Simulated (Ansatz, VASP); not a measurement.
# Ti: VASP beside Ansatz

One calculation is typed for both programs; each brings its own data sets. How far apart do they land? The cell is taken from a series of runs on this material, whose earlier steps may have relaxed, scaled, displaced or heated it; both programs get it as it stands.

Calculated with Ansatz 0.2.0; plane waves, with VASP 6.6.1 beside it; single point at LDA.

This is not the structure that Ti takes at ambient pressure and room temperature (hexagonal, No. 194); it is a model or a phase of other conditions.

## 1. The starting structure

It takes space group Cmcm (No. 63, orthorhombic). The conventional cell has a = 3.164 Å, b = 4.475 Å, c = 4.475 Å, α = 90.00°, β = 90.00°, γ = 90.00°. Ti has 8 Ti at 2.74 Å nearest.

## 2. VASP: single point, LDA, pair 1

A single point gives forces, pressure and levels at one fixed geometry, so differences don't come from the geometry; what else differs is listed under the comparison.

Lines of VASP's logs that name or quote its potential files are left out, and so is its time.

Contents of INCAR:

```
SYSTEM = Ti
PREC = Accurate
ENCUT = 500
EDIFF = 1E-06
NELM = 120
ISMEAR = 1
SIGMA = 0.2
LREAL = .FALSE.
ALGO = Normal
GGA = PW92
NBANDS = 18
LASPH = .TRUE.
LORBIT = 11
LWAVE = .FALSE.
LCHARG = .FALSE.
ISIF = 2
GGA_COMPAT = .FALSE.
KPAR = 2
```

Contents of POSCAR:

```
Ti
1.0
   -1.5821734396      1.5821734396      1.5821734396
    1.5821734396     -1.5821734396      1.5821734396
    3.1643468792      3.1643468792      0.0000000000
Ti
2
Direct
    0.9910615769      0.0089384231      1.0000000000
    0.5089384231      0.4910615769      0.5000000000
```

Contents of KPOINTS:

```
Automatic mesh
0
Gamma
16 16 10
0 0 0
```

PAW data sets: Ti_sv (LDA family, release 64).

Started as:

```bash
$ mpirun -np 2 vasp_std
```

Numbers of over 12 decimals in the logs are rounded to 6 here.

The log of the run:

```text
[banner, memory and clock lines left out]
running    2 mpi-ranks, on    1 nodes
 distrk:  each k-point on    1 cores,    2 groups
 distr:  one band on    1 cores,    1 groups

 POSCAR found type information on POSCAR Ti
 POSCAR found :  1 types and       2 ions
|                                                                             |
|               ----> ADVICE to this user running VASP <----                  |
|                                                                             |
|     You enforced a specific xc type in the INCAR file but a different       |
|     [... a line on the potential file left out ...]
|     I HOPE YOU KNOW WHAT YOU ARE DOING!                                     |
|                                                                             |

 LDA part: xc-table for (Slater(with rela. corr.)+PW92), standard interpolation
 POSCAR, INCAR and KPOINTS ok, starting setup
 FFT: planning ... GRIDC
 FFT: planning ... GRID_SOFT
 FFT: planning ... GRID
 WAVECAR not read
 entering main loop
       N       E                     dE             d eps       ncg     rms          rms(c)
DAV:   1     0.242955004203E+03    0.24296E+03   -0.12452E+04 15768   0.162E+03
DAV:   2     0.497702114433E+01   -0.23798E+03   -0.23505E+03 16028   0.446E+02
DAV:   3    -0.179529697387E+02   -0.22930E+02   -0.22595E+02 29392   0.120E+02
DAV:   4    -0.186472020111E+02   -0.69423E+00   -0.69275E+00 18352   0.206E+01
DAV:   5    -0.186776875524E+02   -0.30486E-01   -0.30478E-01 24714   0.327E+00    0.125E+01
DAV:   6    -0.168831858919E+02    0.17945E+01   -0.68156E+00 18782   0.269E+01    0.328E+00
DAV:   7    -0.168846564026E+02   -0.14705E-02   -0.60593E-01 23830   0.554E+00    0.197E+00
DAV:   8    -0.169166008950E+02   -0.31944E-01   -0.24701E-01 18732   0.603E+00    0.812E-01
DAV:   9    -0.169068555520E+02    0.97453E-02   -0.53075E-02 19028   0.276E+00    0.106E-01
DAV:  10    -0.169072781447E+02   -0.42259E-03   -0.24430E-03 21262   0.360E-01    0.708E-02
DAV:  11    -0.169072537523E+02    0.24392E-04   -0.26029E-04 22028   0.138E-01    0.212E-02
DAV:  12    -0.169072502046E+02    0.35477E-05   -0.57507E-06 18560   0.227E-02    0.928E-03
DAV:  13    -0.169072485149E+02    0.16897E-05   -0.50486E-06 17756   0.157E-02    0.510E-03
DAV:  14    -0.169072485413E+02   -0.26407E-07   -0.58985E-07 10254   0.713E-03
   1 F= -.16907249E+02 E0= -.16908423E+02  d E =0.352286E-02
```

Parts of OUTCAR (step 2):

```text
ion  position               nearest neighbor table
   1  0.991  0.009  0.000-   2 2.74   2 2.74   2 2.74   2 2.74
   2  0.509  0.491  0.500-   1 2.74   1 2.74   1 2.74   1 2.74

  LATTYP: Found a base centered orthorhombic cell.
 ALAT       =     3.1643468792
 B/A-ratio  =     1.4142135624
 C/A-ratio  =     1.4142135624

 Subroutine GETGRP returns: Found  8 space group operations
 (whereof  4 operations were pure point group operations)

The static configuration has the point symmetry C_2v.
 The point group associated with its full space group is D_2h.

 Found    438 irreducible k-points:

   k-points           NKPTS =    438   k-points in BZ     NKDIM =    438   number of bands    NBANDS=     18

   dimension x,y,z NGX =    20 NGY =   20 NGZ =   36
   dimension x,y,z NGXF=    40 NGYF=   40 NGZF=   72

   ENCUT  =  500.0 eV  36.75 Ry    6.06 a.u.   5.00  5.00  8.16*2*pi/ulx,y,z

   NELECT =      24.0000    total number of electrons

 k-points in reciprocal lattice and weights: Automatic mesh
   0.00000000  0.00000000  0.00000000       0.000
   0.06250000  0.00000000  0.00000000       0.002
   0.12500000  0.00000000  0.00000000       0.002
   0.18750000  0.00000000  0.00000000       0.002
   0.25000000  0.00000000  0.00000000       0.002
   0.31250000  0.00000000  0.00000000       0.002
   0.37500000  0.00000000  0.00000000       0.002
   0.43750000  0.00000000  0.00000000       0.002
   0.50000000  0.00000000  0.00000000       0.001
[...]
-0.43750000  0.43750000  0.50000000       0.001
   0.50000000  0.50000000  0.50000000       0.000

 average (electrostatic) potential at core
       1 -71.2581       2 -71.2581

 E-fermi :   8.8375

 k-point     1 :       0.0000    0.0000    0.0000
  band No.  band energies     occupation
    ...
      7     -22.9348      2.00000
      8     -22.9341      2.00000
      9       2.7920      2.00000
     10       6.1552      2.00000
     11       8.3029      2.00103
     12       9.8514     -0.00000
     13       9.8675     -0.00000
     14       9.8681     -0.00000
     15      10.3997     -0.00000
     16      11.8277     -0.00000
    ...

 k-point     2 :       0.0625    0.0000    0.0000
  band No.  band energies     occupation
    ...
      7     -22.9426      2.00000
      8     -22.9364      2.00000
      9       2.9021      2.00000
     10       6.2485      2.00000
     11       8.3149      2.00138
     12       9.8167     -0.00000
     13       9.8406     -0.00000
     14       9.9466     -0.00000
     15      10.1657     -0.00000
     16      11.7609     -0.00000
    ...

 k-point     3 :       0.1250    0.0000    0.0000
  band No.  band energies     occupation
    ...
      7     -22.9600      2.00000
      8     -22.9431      2.00000
      9       3.2241      2.00000
     10       6.5153      2.00000
     11       8.3350      2.00219
     12       9.6634     -0.00000
     13       9.6933     -0.00000
     14       9.7677     -0.00000
     15      10.2026     -0.00000
     16      11.5947     -0.00000
    ...

  Total       -0.0568272     -0.0568272     -0.0515277     -0.0402941     -0.0000000     -0.0000000
  in kB       -2.8735229     -2.8735229     -2.6055504     -2.0375116     -0.0000000     -0.0000000
  external PRESSURE =      -2.7841988 kB  Pullay stress =       0.0000000 kB

  energy-cutoff  :      500.00
  volume of cell :       31.68
      direct lattice vectors                 reciprocal lattice vectors
    -1.582173440  1.582173440  1.582173440    -0.158010490  0.158010490  0.316020979
     1.582173440 -1.582173440  1.582173440     0.158010490 -0.158010490  0.316020979
     3.164346879  3.164346879  0.000000000     0.158010490  0.158010490  0.000000000

 POSITION                                       TOTAL-FORCE (eV/Angst)
 -----------------------------------------------------------------------------------
     -1.55389      1.55389      1.58217         0.107848     -0.107848      0.000000
      1.55389      1.61046      1.58217        -0.107848      0.107848      0.000000
 -----------------------------------------------------------------------------------
    total drift:                                0.000000     -0.000000     -0.000000

  FREE ENERGIE OF THE ION-ELECTRON SYSTEM (eV)
  ---------------------------------------------------
  free  energy   TOTEN  =       -16.9072485413 eV

  energy  without entropy=      -16.9107714045  energy(sigma->0) =      -16.90842283

 total charge
# of ion       s       p       d       tot
------------------------------------------
    1        2.265   6.120   2.025  10.410
    2        2.265   6.120   2.025  10.410
--------------------------------------------------
tot          4.529  12.241   4.051  20.821

[... 3 further parts left out ...]
```

The run ends at a pressure of -0.28 GPa, with forces up to 0.15 eV/Å.

## 3. Ansatz: single point, LDA, pair 1

Ansatz runs on its PAW soft_1 files.

The same cell, functional (in two slightly different forms), mesh and smearing now go to Ansatz, which takes its cutoff from its data sets.

Contents of input.yaml:

```yaml
crystal:
  lattice:
    - [-1.5821734396, 1.5821734396, 1.5821734396]
    - [1.5821734396, -1.5821734396, 1.5821734396]
    - [3.1643468792, 3.1643468792, 0.0]
  atoms:
    - { symbol: Ti, position: [-0.0089384231, 0.0089384231, 0.0] }
    - { symbol: Ti, position: [0.5089384231, 0.4910615769, 0.5] }
kpoints:
  mp_grid: { grid: [16, 16, 10] }
hamiltonian:
  xc: lda
  pseudopotentials: { kind: paw, azcp: { folder: soft_1 }, xc_functional: pbe }
scf:
  occupations: { method: methfessel_paxton, width: 0.2 }
output:
  forces: true
  stress: true
  eigenvalues: true
```

Started as:

```bash
$ ansatz run input.yaml --threads 8 --pin off --max-ram 16384MiB --backend cpu --events-out ev --progress --plain --runs-dir out
```

The log of the run:

```text
Engine: ansatz 0.2.0, x86_64-unknown-linux-gnu
Pseudopotentials: kind: paw
Pseudopotential: Ti, paw, valence charge 12, recommended cutoff 420 eV (normal), soft_1/Ti.paw.azcp
Functional definition: SPW92
  exchange = slater_x
  correlation = pw_c
Crystal: 2 atoms, lattice volume = 31.685 Å³
Basis set: ecut = 420 eV, 633 PW (Γ)
Bands: 16, of which v1, the nominal top of the filled ones, is band 12 counted from 1 (11 counted from 0)
Symmetry: 8 space group operations
Space group: Cmcm (ITA 63), of the structure as read, at distance tolerance 3.2e-5 Å
k-points: 438 of 2560
Non-local potential: Ti, projectors of the file, l = 0: 3, l = 1: 2, l = 2: 3, l = 3: 1
PAW form: soft (Blöchl's): semilocal exchange-correlation on the pseudo side does not see the compensation charge
PAW frozen core: Ti, regenerated for the run's functional, and the local potential with it (the file was generated under x = pbe(κ = 0.804, μ = 0.219515), c = pbe(β = 0.066725))
PAW one-centre angular grid: Ti, 590 points (default); XC on 64 Gauss nodes
Initial density: superposition of atomic densities (chi_scale 0.1, normalization cell)
Initial wavefunctions: pseudopotential atomic-orbital guess
Functional: x = slater, c = lda
SCF iter   1: F=—  HF=-4900.777810 eV  |F-HF|=—  |Δ(HF+E_count)|=         —  Δρ=5.47e-2  dr2=9.68e-1  ethr=3.10e-3  ⟨swp⟩=3.1  Hψ=26892  notcnv=0
preconditioner: auto → none  [metal: Δε(μ)=0.003 eV  Ē_g=3.367 eV  σ=0.200 eV  W_gap=0.01  n_scr=6 (ndim 8)  ℏωp=18.7 eV  f_vac=0.000  D(μ)=3.68/eV (n_scr^D=42)  sad-step TF]
SCF iter   2: F=—  HF=-4900.535275 eV  |F-HF|=—  |Δ(HF+E_count)|=   2.43e-1  S|Δr|=    0.00e0  Δρ=2.80e-2  dr2=2.72e-1  ethr=3.10e-3  ⟨swp⟩=2.1  Hψ=12260  notcnv=0  defer=1
SCF iter   3: F=—  HF=-4900.445529 eV  |F-HF|=—  |Δ(HF+E_count)|=   8.97e-2  S|Δr|=    0.00e0  Δρ=1.31e-3  dr2=2.41e-4  ethr=1.13e-3  ⟨swp⟩=2.8  Hψ=12820  notcnv=0  defer=1
SCF iter   4: F=—  HF=-4900.445765 eV  |F-HF|=—  |Δ(HF+E_count)|=   2.36e-4  S|Δr|=    0.00e0  Δρ=1.40e-4  dr2=4.46e-6  ethr=1.00e-6  ⟨swp⟩=2.8  Hψ=13497  notcnv=0
SCF iter   5: F=—  HF=-4900.445771 eV  |F-HF|=—  |Δ(HF+E_count)|=   5.88e-6  S|Δr|=    0.00e0  Δρ=5.13e-5  dr2=5.34e-7  ethr=4.17e-10  ⟨swp⟩=5.3  Hψ=32498  notcnv=0
SCF iter   6: F=-4900.445771 eV  HF=-4900.445771 eV  |F-HF|=1.92e-8  |Δ(HF+E_count)|=   2.19e-7  S|Δr|=    0.00e0  Δρ=1.04e-5  dr2=2.07e-8  ethr=4.17e-10  ⟨swp⟩=5.0  Hψ=29892  notcnv=0
SCF 1 converged in 6 iterations: F = -4900.445771 eV  dr2 = 2.07e-8
  greatest PAW one-centre occupation: 0.998 electrons in one spin orbital (limit 2), on the Ti atom at site 1 (counted from 0), in its partial waves of l = 0
SCF converged after 6 iterations
Stability not checked: this state was not tested for a lower state beside it, because cold or Methfessel-Paxton smearing, or corrected tetrahedra, fill the levels in a way that the test cannot read (fill_not_monotonic; see scf.lower_state_search)
Free energy (F): -4900.445771 eV
Harris-Foulkes:  -4900.445771 eV  (|F-HF|=1.92e-8)
Internal energy: -4900.449438 eV  (E = F + TS)
E sigma→0 (E₀):  -4900.446688 eV
Entropy (-TS):   0.003667 eV (1.834 meV/atom)
Fermi energy:    14.194429 eV
--- Per-component energies (eV) ---
  E_band       = -279.541779
  E_kinetic    = 567.496386
  E_local      = -1654.526896  (includes V_loc(G=0)·N_el)
  E_nonlocal   = 131.042777
  E_hartree    = 660.045360
  E_xc         = -231.448226
  E_vxc        = -291.647119  (∫ρ·V_xc dr)
  E_paw        = -1989.021337  (= ΣΔE_a)
  E_vpaw       = -351.994608  (= ΣTr[D̂ρ^β])
  E_aug_tail   = -0.000162  (compensation charges beyond the density's cutoff)
  E_ewald      = -2384.689240
  E_core_change = 0.651901  (= ΣΔE_core)
  E_smearing   = 0.003667  (= −TS)
  E_closure    = 0.000000  (closes the sum)
  Σ components = -4900.445771   (vs F -4900.445771, Δ=0.00e0)
--- Forces (eV/Å), atoms counted from 1 ---
  atom   1  Ti     0.10918940    -0.10918940     0.00000000
  atom   2  Ti    -0.10918940     0.10918940     0.00000000
  max |Σ_I F_I| component: 0.00e0 eV/Å
--- Stress (GPa, compression-positive) ---
        0.012617      -0.211688       0.000000
       -0.211688       0.012617      -0.000000
        0.000000       0.000000       0.040712
  P = ⅓ Tr σ = 0.0220 GPa (0.220 kbar)
--- Band table (eV; the first three rows and the last of 438) ---
  k-point 0: bands = [... 8 lower, 8.1750, 11.5170, 13.6627, 15.2157, 15.2319, 15.2324, 15.7329, 17.1977]
  k-point 1: bands = [... 8 lower, 8.2686, 11.5025, 13.6948, 15.1704, 15.2197, 15.3043, 15.5341, 17.1484]
  k-point 2: bands = [... 8 lower, 8.5430, 11.4256, 13.7892, 15.0415, 15.0993, 15.1700, 15.5163, 17.0088]
  k-point 437: bands = [... 8 lower, 12.4226, 12.4226, 13.0914, 13.0914, 15.5058, 15.5058, 16.2608, 16.2608]
```

The column dr2 measures how far the density is from self-consistency, as an energy; F and HF (Harris–Foulkes) agree once it is small.

The run ends at a pressure of 0.02 GPa, with forces up to 0.15 eV/Å.

## 4. Differences

Known differences besides the potentials themselves: the cutoff is 420 eV in Ansatz and 500 eV in VASP; VASP's log shows a relativistic correction to its local exchange, Ansatz's none. Total energies have different zeros and are not compared.

Compared:

```tsv
quantity	Ansatz	VASP	difference
pressure (GPa)	0.02	-0.28	+0.30
```

Forces (eV/Å; atoms numbered as in POSCAR):

```tsv
atom	Ansatz x, y, z	VASP x, y, z
Ti1	0.109, -0.109, 0.000	0.108, -0.108, 0.000
Ti2	-0.109, 0.109, 0.000	-0.108, 0.108, 0.000
```

The forces differ by 1.1 meV/Å r.m.s., which is 1.2 % of the r.m.s. force of 0.088 eV/Å (both taken over all components).

## 5. VASP: single point, LDA, pair 2

A single point gives forces, pressure and levels at one fixed geometry, so differences don't come from the geometry; what else differs is listed under the comparison.

INCAR is that of step 2.

Contents of POSCAR:

```
Ti
1.0
   -1.5821734396      1.5821734396      1.5821734396
    1.5821734396     -1.5821734396      1.5821734396
    3.1643468792      3.1643468792      0.0000000000
Ti
2
Direct
    0.9821231538      0.0178768462      1.0000000000
    0.5178768462      0.4821231538      0.5000000000
```

KPOINTS is that of step 2.

Started as:

```bash
$ mpirun -np 2 vasp_std
```

The log of the run:

```text
[banner, memory and clock lines left out]
running    2 mpi-ranks, on    1 nodes
[...]
[... a notice as in an earlier step ...]

 LDA part: xc-table for (Slater(with rela. corr.)+PW92), standard interpolation
 POSCAR, INCAR and KPOINTS ok, starting setup
[...]
entering main loop
       N       E                     dE             d eps       ncg     rms          rms(c)
DAV:   1     0.241325279787E+03    0.24133E+03   -0.12259E+04 15768   0.162E+03
DAV:   2     0.520850944038E+01   -0.23612E+03   -0.23318E+03 15996   0.447E+02
DAV:   3    -0.179921634755E+02   -0.23201E+02   -0.22873E+02 29482   0.120E+02
DAV:   4    -0.186751946604E+02   -0.68303E+00   -0.68183E+00 18528   0.207E+01
[...]
DAV:  12    -0.169239718592E+02    0.37970E-05   -0.57599E-06 18334   0.231E-02    0.984E-03
DAV:  13    -0.169239700504E+02    0.18088E-05   -0.55395E-06 17948   0.169E-02    0.489E-03
DAV:  14    -0.169239701014E+02   -0.51014E-07   -0.70768E-07 10542   0.788E-03
   1 F= -.16923970E+02 E0= -.16925005E+02  d E =0.310543E-02
```

OUTCAR, selected parts (step 5):

```text
  Total       -0.0454380     -0.0454380      0.0022021     -0.1454296      0.0000000      0.0000000
  in kB       -2.2976176     -2.2976176      0.1113533     -7.3537903      0.0000000      0.0000000
  external PRESSURE =      -1.4946273 kB  Pullay stress =       0.0000000 kB

 POSITION                                       TOTAL-FORCE (eV/Angst)
 -----------------------------------------------------------------------------------
     -1.52560      1.52560      1.58217         0.178827     -0.178827      0.000000
      1.52560      1.63874      1.58217        -0.178827      0.178827      0.000000
 -----------------------------------------------------------------------------------
    total drift:                                0.000000      0.000000      0.000000

  FREE ENERGIE OF THE ION-ELECTRON SYSTEM (eV)
  ---------------------------------------------------
  free  energy   TOTEN  =       -16.9239701014 eV

  energy  without entropy=      -16.9270755321  energy(sigma->0) =      -16.92500524

[... 2 parts as in an earlier step ...]

[... 1 further part left out ...]
[key lines of the parts left out:]
E-fermi :   8.8411
```

The run ends at a pressure of -0.15 GPa, with forces up to 0.25 eV/Å.

(Part 1 of 2 ends here.)

[Lines on the potential files, build, host, timing and source positions are cut from VASP's logs without a mark.]

[Logs are printed without paths, hosts, clocks, repeated set-up lines and the standing remarks that a program may print on its own settings, such as how far it seeks lower states.]

[Hosts, paths, dates, database ids (printed as entryN), source tags and the programs' standing remarks are cut or masked in the printed files.]
